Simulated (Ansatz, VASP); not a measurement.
# AlNi3 in two plane-wave programs

Wanted: the spread between two codes on one cell, functional and k mesh. The cell is taken from a series of runs on this material, whose earlier steps may have relaxed, scaled, displaced or heated it; both programs get it as it stands.

Calculated with Ansatz 0.2.0; plane waves, with VASP 6.6.1 beside it; single point at r2SCAN.

**1. The structure**

It takes space group Pm-3m (No. 221, cubic). The conventional cell has a = 3.523 Å, b = 3.523 Å, c = 3.523 Å, α = 90.00°, β = 90.00°, γ = 90.00°. Nearest to Al lie 12 Ni at 2.49 Å. Ni has 8 Ni at 2.49 Å and 4 Al at 2.49 Å nearest. Nearest to Ni lie 8 Ni at 2.49 Å and 4 Al at 2.49 Å. Farther neighbours are not listed.

Coordinates:

```cif
data_structure
_symmetry_space_group_name_H-M 'Pm-3m'
_symmetry_Int_Tables_number 221
_cell_length_a 3.5231
_cell_length_b 3.5231
_cell_length_c 3.5231
_cell_angle_alpha 90.000
_cell_angle_beta 90.000
_cell_angle_gamma 90.000
_cell_volume 43.73
loop_
_atom_site_label
_atom_site_type_symbol
_atom_site_symmetry_multiplicity
_atom_site_Wyckoff_symbol
_atom_site_fract_x
_atom_site_fract_y
_atom_site_fract_z
_atom_site_occupancy
Al1 Al 1 a 0.00000 0.00000 0.00000 1
Ni1 Ni 3 c 0.00000 0.50000 0.50000 1
```

**2. Ansatz: single point, r2SCAN**

Ansatz runs on its default PAW (the set named soft_2) files.

With cell and atoms fixed, the geometry can't cause a difference; cores, projectors, grids and the points listed under the comparison can.

The input, input.yaml:

```yaml
crystal:
  lattice:
    - [-3.523054727, 0.0, 0.0]
    - [0.0, 3.523054727, 3.523054727]
    - [0.0, 3.523054727, -3.523054727]
  atoms:
    - { symbol: Al, position: [0.0, 0.0, 0.0] }
    - { symbol: Al, position: [0.0, 0.5, 0.5] }
    - { symbol: Ni, position: [0.0, 0.5, 0.0], spin: 1.0 }
    - { symbol: Ni, position: [0.0, 0.0, 0.5], spin: -1.0 }
    - { symbol: Ni, position: [0.5, 0.25, 0.75], spin: 1.0 }
    - { symbol: Ni, position: [0.5, 0.75, 0.25], spin: -1.0 }
    - { symbol: Ni, position: [0.5, 0.25, 0.25], spin: 1.0 }
    - { symbol: Ni, position: [0.5, 0.75, 0.75], spin: -1.0 }
magnetization:
  spin_polarized: true
kpoints:
  mp_grid: { grid: [11, 8, 8] }
hamiltonian:
  xc: r2scan
scf:
  occupations: { method: fermi_dirac, width: 0.1 }
output:
  eigenvalues: true
```

Run with:

```sh
ansatz run input.yaml --threads 4 --pin off --max-ram 8192MiB --backend cpu --events-out ev --progress --plain --runs-dir out
```

Numbers of over 12 decimals in the logs are rounded to 6 here.

The program printed:

```text
Engine: ansatz 0.2.0, x86_64-unknown-linux-gnu
Pseudopotentials: kind: paw
Pseudopotential: Al, paw, valence charge 3, recommended cutoff 500 eV (meta_gga), Al.paw.azcp
Pseudopotential: Ni, paw, valence charge 18, recommended cutoff 500 eV (meta_gga), Ni.paw.azcp
Functional definition: r2SCAN
  parameter k0 = 0.174
  parameter k1 = 0.065
  parameter a1 = 4.9479
  exchange = r2scan_x(k0 = k0, k1 = k1, a1 = a1)
  correlation = r2scan_c
Crystal: 8 atoms, lattice volume = 87.456 Å³
Basis set: ecut = 500 eV, 2233 PW (Γ), exchange–correlation on 108×160×160 points (64 copies of the dense FFT grid, shifted against one another)
Bands: 72, of which v1, the nominal top of the filled ones, is band 57 counted from 1 (56 counted from 0)
Symmetry: 4 space group operations
Space group: Pmm2 (ITA 25), of the structure as read, at distance tolerance 4.4e-5 Å
Magnetic group: BNS 25.64 (UNI 162), of the structure as read, at distance tolerance 4.4e-5 Å
k-points: 150 of 704 (time reversal used)
Non-local potential: Al, projectors of the file, l = 0: 2, l = 1: 2, l = 2: 1
Non-local potential: Ni, projectors of the file, l = 0: 3, l = 1: 2, l = 2: 3, l = 3: 1
PAW form: soft (Blöchl's): semilocal exchange-correlation on the pseudo side does not see the compensation charge
PAW frozen core: Al, regenerated for the run's functional (the file was generated under x = pbe(κ = 0.804, μ = 0.219515), c = pbe(β = 0.066725))
PAW frozen core: Ni, regenerated for the run's functional (the file was generated under x = pbe(κ = 0.804, μ = 0.219515), c = pbe(β = 0.066725))
PAW one-centre angular grid: Al, 302 points (default); XC on 160 Gauss nodes
PAW one-centre angular grid: Ni, 590 points (default); XC on 160 Gauss nodes
Initial density: superposition of atomic densities (chi_scale 0.1, normalization cell)
Starting moments: Σ|m| = 6 μB on 6 of 8 sites
Starting magnetic order: antiferromagnet; a translation exchanges its spin sublattices: spin-degenerate at every k-point
Initial wavefunctions: pseudopotential atomic-orbital guess
Functional: x = r2scan, c = r2scan; τ floored in thin density (d = 2e-4 eV/Å³)
iter 1 solved again at ethr=2.15e-3 eV; its pass at ethr=3.10e-3 eV (dr2=2.45e0 eV) is discarded
SCF iter   1: F=—  HF=-36149.022530 eV  |F-HF|=—  |Δ(HF+E_count)|=         —  Δρ=3.88e-2 (↑3.88e-2 ↓3.88e-2)  dr2=2.20e0  dr2_τ=4.49e-2  dr2_m=3.34e-1  M=0.000 μB ∫|m|=4.777 μB  β_m=0.30  ethr=2.15e-3  ⟨swp⟩=3.6  Hψ=60657  notcnv=0
Mixer restart at iter 1: flushing history
preconditioner: auto → Kerker (q_TF=auto, 2.852 Å⁻¹)  [metal: Δε(μ)=0.003 eV  Ē_g=8.590 eV  σ=0.100 eV  W_gap=0.01  n_scr=38 (ndim 8)  ℏωp=32.3 eV  f_vac=0.000  D(μ)=9.75/eV (n_scr^D=136)]
spin=Collinear: Kerker preconditioning applied to the charge; magnetization (m = ρ↑ − ρ↓) channel mixes plain (no charge-response kernel on spin).
SCF iter   2: F=—  HF=-36148.328406 eV  |F-HF|=—  |Δ(HF+E_count)|=   6.94e-1  Δρ=2.73e-2 (↑2.73e-2 ↓2.73e-2)  dr2=7.02e-1  dr2_τ=7.04e-3  dr2_m=3.29e-1  M=0.000 μB ∫|m|=4.418 μB  β_m=0.30  ethr=1.93e-3  ⟨swp⟩=3.8  Hψ=20672  notcnv=0  defer=590  κ⁻¹=1.0e0(r=1)
SCF iter   3: F=—  HF=-36150.458925 eV  |F-HF|=—  |Δ(HF+E_count)|=    2.13e0  Δρ=2.82e-2 (↑2.82e-2 ↓2.82e-2)  dr2=8.11e-1  dr2_τ=3.83e-3  dr2_m=3.84e-1  M=0.000 μB ∫|m|=4.152 μB  β_m=0.30  ethr=6.16e-4  ⟨swp⟩=2.0  Hψ=13717  notcnv=0  defer=678  κ⁻¹=5.5e-3(r=2)
SCF iter   4: F=—  HF=-36150.724753 eV  |F-HF|=—  |Δ(HF+E_count)|=   2.66e-1  Δρ=2.80e-2 (↑2.80e-2 ↓2.80e-2)  dr2=8.00e-1  dr2_τ=3.63e-3  dr2_m=3.85e-1  M=0.000 μB ∫|m|=4.113 μB  β_m=0.30  ethr=6.16e-4  ⟨swp⟩=1.0  Hψ=11504  notcnv=0  defer=678  κ⁻¹=2.6e-5(r=3)
SCF iter   5: F=—  HF=-36155.180129 eV  |F-HF|=—  |Δ(HF+E_count)|=    4.46e0  Δρ=1.95e-2 (↑1.95e-2 ↓1.95e-2)  dr2=3.60e-1  dr2_τ=1.89e-3  dr2_m=2.36e-1  M=0.000 μB ∫|m|=2.830 μB  β_m=0.30  ethr=6.16e-4  ⟨swp⟩=3.0  Hψ=18589  notcnv=0  defer=684  κ⁻¹=8.0e-6(r=4)
SCF iter   6: F=—  HF=-36155.924817 eV  |F-HF|=—  |Δ(HF+E_count)|=   7.45e-1  Δρ=1.51e-2 (↑1.51e-2 ↓1.51e-2)  dr2=4.02e-1  dr2_τ=9.55e-4  dr2_m=3.39e-2  M=0.000 μB ∫|m|=1.325 μB  β_m=0.30  ethr=3.16e-4  ⟨swp⟩=3.1  Hψ=21915  notcnv=0  defer=740  κ⁻¹=4.0e-6(r=5)
SCF iter   7: F=—  HF=-36155.930187 eV  |F-HF|=—  |Δ(HF+E_count)|=         —  Δρ=1.24e-2 (↑1.24e-2 ↓1.24e-2)  dr2=1.70e-1  dr2_τ=6.45e-4  dr2_m=6.77e-2  M=0.000 μB ∫|m|=0.989 μB  β_m=0.30  ethr=3.16e-4  ⟨swp⟩=2.0  Hψ=13499  notcnv=0  defer=754
Mixer restart at iter 7: flushing history
[...]
iter 1 solved again at ethr=2.05e-11 eV; its pass at ethr=8.77e-7 eV (dr2=2.34e-8 eV) is discarded
SCF iter   1: F=—  HF=-36155.944436 eV  |F-HF|=—  |Δ(HF+E_count)|=         —  Δρ=3.12e-6 (↑3.12e-6 ↓3.12e-6)  dr2=2.34e-8  dr2_τ=2.43e-11  dr2_m=9.24e-11  M=-0.000 μB ∫|m|=0.000 μB  ethr=2.05e-11  ⟨swp⟩=1.0  Hψ=82990  notcnv=0
preconditioner: auto → Kerker (q_TF=auto, 2.852 Å⁻¹)  [metal: Δε(μ)=0.008 eV  Ē_g=8.845 eV  σ=0.100 eV  W_gap=0.02  n_scr=38 (ndim 8)  ℏωp=32.3 eV  f_vac=0.003  D(μ)=8.44/eV (n_scr^D=104)]
spin=Collinear: Kerker preconditioning applied to the charge; magnetization (m = ρ↑ − ρ↓) channel mixes plain (no charge-response kernel on spin).
SCF iter   2: F=—  HF=-36156.020917 eV  |F-HF|=—  |Δ(HF+E_count)|=   7.65e-2  Δρ=3.38e-3 (↑3.38e-3 ↓3.11e-3)  dr2=4.40e-4  dr2_τ=4.40e-5  dr2_m=8.31e-3  M=1.635 μB ∫|m|=2.249 μB  ethr=8.77e-7  ⟨swp⟩=2.1  Hψ=110484  notcnv=0
SCF iter   3: F=—  HF=-36156.028267 eV  |F-HF|=—  |Δ(HF+E_count)|=   7.35e-3  Δρ=2.54e-4 (↑1.21e-4 ↓2.54e-4)  dr2=6.45e-5  dr2_τ=7.15e-7  dr2_m=1.39e-5  M=1.721 μB ∫|m|=2.566 μB  ethr=8.77e-7  ⟨swp⟩=2.0  Hψ=65107  notcnv=0
SCF iter   4: F=—  HF=-36156.028301 eV  |F-HF|=—  |Δ(HF+E_count)|=   3.41e-5  Δρ=1.14e-5 (↑1.14e-5 ↓1.08e-5)  dr2=1.51e-7  dr2_τ=1.97e-9  dr2_m=6.63e-8  M=1.719 μB ∫|m|=2.560 μB  ethr=1.10e-7  ⟨swp⟩=1.5  Hψ=46135  notcnv=0
SCF iter   5: F=-36156.028301 eV  HF=-36156.028301 eV  |F-HF|=9.29e-9  |Δ(HF+E_count)|=   2.09e-7  Δρ=3.10e-6 (↑3.10e-6 ↓1.73e-6)  dr2=9.56e-9  dr2_τ=3.25e-11  dr2_m=1.40e-9  M=1.719 μB ∫|m|=2.560 μB  ethr=8.77e-11  ⟨swp⟩=2.0  Hψ=67142  notcnv=0
SCF iter   6: F=-36156.028301 eV  HF=-36156.028301 eV  |F-HF|=9.31e-9  |Δ(HF+E_count)|=  7.28e-12  Δρ=3.10e-6 (↑3.10e-6 ↓1.73e-6)  dr2=9.57e-9  dr2_τ=3.28e-11  dr2_m=1.40e-9  M=1.719 μB ∫|m|=2.560 μB  ethr=8.39e-12  ⟨swp⟩=2.0  Hψ=82863  notcnv=0
SCF 2 converged in 6 iterations: F = -36156.028301 eV  dr2 = 9.57e-9
  greatest PAW one-centre occupation: 1.001 electrons in one spin orbital (limit 2), on the Ni atom at site 7 (counted from 0), in its partial waves of l = 1
the translation (0, 0.5, 0.5) carries every atom to within crystal.symmetry.tolerance of an atom of its element with the starting moment reversed, but both spin channels are solved: the run starts from a saved state that isn't shown to keep it, or this solve from the single point that its walk made first
iter 1 solved again at ethr=8.38e-12 eV; its pass at ethr=3.10e-3 eV (dr2=9.56e-9 eV) is discarded
SCF iter   1: F=-36156.028301 eV  HF=-36156.028301 eV  |F-HF|=9.32e-9  |Δ(HF+E_count)|=         —  Δρ=3.10e-6 (↑3.10e-6 ↓1.73e-6)  dr2=9.56e-9  dr2_τ=3.28e-11  dr2_m=1.40e-9  M=1.719 μB ∫|m|=2.560 μB  β_m=1.20  ethr=8.38e-12  ⟨swp⟩=1.2  Hψ=61650  notcnv=0
preconditioner: auto → Kerker (q_TF=auto, 2.852 Å⁻¹)  [metal: Δε(μ)=0.017 eV  Ē_g=8.819 eV  σ=0.100 eV  W_gap=0.04  n_scr=38 (ndim 8)  ℏωp=32.3 eV  f_vac=0.002  D(μ)=4.63/eV (n_scr^D=46)]
spin=Collinear: Kerker preconditioning applied to the charge; magnetization (m = ρ↑ − ρ↓) channel mixes plain (no charge-response kernel on spin).
SCF iter   2: F=-36156.028301 eV  HF=-36156.028301 eV  |F-HF|=9.95e-9  |Δ(HF+E_count)|=   1.15e-9  Δρ=2.65e-6 (↑1.09e-6 ↓2.65e-6)  dr2=1.28e-8  dr2_τ=2.20e-11  dr2_m=6.17e-10  M=1.719 μB ∫|m|=2.560 μB  ethr=8.38e-12  ⟨swp⟩=6.1  Hψ=75311  notcnv=0
SCF 3 converged in 2 iterations: F = -36156.028301 eV  dr2 = 1.28e-8
  greatest PAW one-centre occupation: 1.001 electrons in one spin orbital (limit 2), on the Ni atom at site 6 (counted from 0), in its partial waves of l = 1
WARN: the starting moments were not kept: 3 of 6 ended reversed and 3 kept their direction, counting a site from 0.1 of the cell's largest site moment. The largest reversed, site 5 (counted from 0, in the order of the report's site_moments_mub), started with -1.0 μB and closes at +3.4e-1 μB in its sphere. The starting moments cancel, and the net magnetisation is 1.8e0 μB in size, over 0.1 of its absolute magnetisatio [...]
SCF converged after 2 iterations
Magnetization: 1.7188 μB (57.8594 up, 56.1406 down)
Absolute magnetization: 2.5596 μB (∫|ρ↑−ρ↓|, with the PAW one-centre terms)
Spin contamination: 0.0975 ħ² per cell (⟨S²⟩ above its minimum at these occupations)
Per-site moments (μB) at R_I (Å): [(-0.030649, 1.027610), (-0.030649, 1.027610), (0.343810, 1.027610), (0.343817, 1.027610), (0.344267, 1.027610), (0.344264, 1.027610), (0.344267, 1.027610), (0.344264, 1.027610)]
Free energy (F): -36156.028301 eV
Harris-Foulkes:  -36156.028301 eV  (|F-HF|=9.95e-9)
Internal energy: -36155.871976 eV  (E = F + TS)
E sigma→0 (E₀):  -36155.950139 eV
Entropy (-TS):   -0.156325 eV (-19.541 meV/atom)
Fermi energy:    16.349116 eV
--- Per-component energies (eV) ---
  E_band       = -1958.403707
  E_kinetic    = 1755.734595
  E_local      = -23774.955905  (includes V_loc(G=0)·N_el)
  E_nonlocal   = 3861.382552
  E_hartree    = 10147.957216
  E_xc         = -552.190369
  E_vxc        = -774.733645  (∫ρ·V_xc dr)
  E_paw        = -10815.521730  (= ΣΔE_a)
  E_vpaw       = -3378.045450  (= ΣTr[D̂ρ^β])
  E_aug_tail   = 0.001375  (compensation charges beyond the density's cutoff)
  E_vtau       = 56.304432  (kinetic-family band-sum trace: ∫τ·v_τ [+ j·A + Jᵃ·Aᵃ] dr)
  E_ewald      = -16776.359082
  E_core_change = -1.920628  (= ΣΔE_core)
  E_smearing   = -0.156325  (= −TS)
  E_closure    = -0.000000  (closes the sum)
  Σ components = -36156.028301   (vs F -36156.028301, Δ=0.00e0)
--- Band table (eV; the first three rows and the last of 300) ---
  k-point 0 ↑: bands = [... 53 lower, 15.8480, 15.9804, 15.9805, 15.9805, 17.0199, 17.0199, 17.1728, 17.1729, ... 11 higher]
  k-point 1 ↑: bands = [... 53 lower, 15.7204, 15.7789, 15.8172, 15.9585, 17.0295, 17.0519, 17.2174, 17.4021, ... 11 higher]
  k-point 2 ↑: bands = [... 53 lower, 15.4564, 15.7009, 15.7142, 15.8932, 16.7754, 17.0579, 17.2489, 18.2681, ... 11 higher]
  k-point 149 ↓: bands = [... 53 lower, 15.4138, 15.7712, 15.7712, 15.8768, 15.8768, 17.6142, 17.6142, 17.6178, ... 11 higher]
```

The column dr2 measures how far the density is from self-consistency, as an energy; F and HF (Harris–Foulkes) agree once it is small.

[end of part 1 of 2]

[Lines on the potential files, build, host, timing and source positions are cut from VASP's logs without a mark.]

[Logs are printed without paths, hosts, clocks, repeated set-up lines and the standing remarks that a program may print on its own settings, such as how far it seeks lower states.]

[Hosts, paths, dates, database ids (printed as entryN), source tags and the programs' standing remarks are cut or masked in the printed files.]
